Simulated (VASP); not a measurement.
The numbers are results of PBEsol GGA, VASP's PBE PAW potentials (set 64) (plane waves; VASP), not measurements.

VASP ran on this input.

File KPOINTS:
```
Automatic mesh
0
Gamma
12 12 1
0 0 0
```

### POSCAR
```
Rh(111) slab
51.6632210
  0.0517335714   0.0000000000   0.0000000000
 -0.0258667857   0.0448025783   0.0000000000
  0.0000000000   0.0000000000   0.5000000005
Rh
5
direct
  0.6666670000   0.3333330000   0.3326970103
  0.3333330000   0.6666670000   0.4156142903
  0.0000000000   0.0000000000   0.5000000000
  0.6666670000   0.3333330000   0.5843857097
  0.3333330000   0.6666670000   0.6673029897
```

INCAR:
```
ALGO = Normal
DIPOL = 0.5 0.5 0.5
EDIFF = 1E-6
ENCUT = 400
GGA = PS
IDIPOL = 3
ISMEAR = 1
LASPH = .TRUE.
LCHARG = .FALSE.
LDIPOL = .TRUE.
LMAXMIX = 4
LORBIT = 11
LREAL = .FALSE.
LVHAR = .TRUE.
LWAVE = .FALSE.
NELM = 100
NELMIN = 4
PREC = Normal
SIGMA = 0.1
SYSTEM = Rh(111) slab
```

POTCAR, in this order: Rh_pv (PBE.64 set). Program: vasp_std. Read from the step before: WAVECAR.

What VASP printed:

OSZICAR:
```
       N       E                     dE             d eps       ncg     rms          rms(c)
DAV:   1    -0.388339519794E+02   -0.38834E+02   -0.62749E-04  1982   0.158E-01    0.135E-01
DAV:   2    -0.388440596276E+02   -0.10108E-01   -0.45361E-02  1941   0.141E+00    0.105E+00
DAV:   3    -0.388337354187E+02    0.10324E-01   -0.33200E-02  1982   0.117E+00    0.227E-02
DAV:   4    -0.388337768497E+02   -0.41431E-04   -0.22958E-04  1795   0.841E-02    0.102E-02
DAV:   5    -0.388337788834E+02   -0.20337E-05   -0.11773E-05  1722   0.337E-02    0.775E-03
DAV:   6    -0.388337785011E+02    0.38229E-06   -0.18841E-06   998   0.144E-02
   1 F= -.38833779E+02 E0= -.38834855E+02  d E =0.322965E-02
```

**OUTCAR**
```
------------------------ aborting loop because EDIFF is reached ----------------------------------------
  FORCE on cell =-STRESS in cart. coord.  units (eV):
  Direction    XX          YY          ZZ          XY          YZ          ZX
  --------------------------------------------------------------------------------------
  Total       -3.1547850     -3.1547837     -0.7649625      0.0000000      0.0000000      0.0000000
  in kB      -31.6293621    -31.6293497     -7.6693900      0.0000000      0.0000000      0.0000000
  external PRESSURE =     -23.6427006 kB  Pullay stress =       0.0000000 kB
  volume of cell :      159.80
      direct lattice vectors                 reciprocal lattice vectors
     2.672722933  0.000000000  0.000000000     0.374150267  0.216015800  0.000000000
    -1.336361466  2.314645503  0.000000000     0.000000000  0.432031600  0.000000000
     0.000000000  0.000000000 25.831610527     0.000000000  0.000000000  0.038712259
 POSITION                                       TOTAL-FORCE (eV/Angst)
 -----------------------------------------------------------------------------------
      1.33636      0.77155      8.59410        -0.000000     -0.000000      0.009342
     -0.00000      1.54310     10.73599         0.000000     -0.000000      0.017017
      0.00000      0.00000     12.91581        -0.000000      0.000000      0.000000
      1.33636      0.77155     15.09562        -0.000000      0.000000     -0.017017
     -0.00000      1.54310     17.23751         0.000000      0.000000     -0.009342
 -----------------------------------------------------------------------------------
    total drift:                                0.000000     -0.000000      0.000000
  FREE ENERGIE OF THE ION-ELECTRON SYSTEM (eV)
  ---------------------------------------------------
  free  energy   TOTEN  =       -38.8337785011 eV

  energy  without entropy=      -38.8370081520  energy(sigma->0) =      -38.83485505

 total charge

# of ion       s       p       d       tot
------------------------------------------
    1        0.404   6.236   7.083  13.723
    2        0.416   6.323   7.070  13.808
    3        0.417   6.319   7.075  13.811
    4        0.416   6.323   7.070  13.808
    5        0.404   6.236   7.083  13.723
--------------------------------------------------
tot          2.057  31.436  35.381  68.874
```
(Selected blocks of OUTCAR.)

The cell is a thin slab with vacuum, built from Rh (fcc): (111) face.
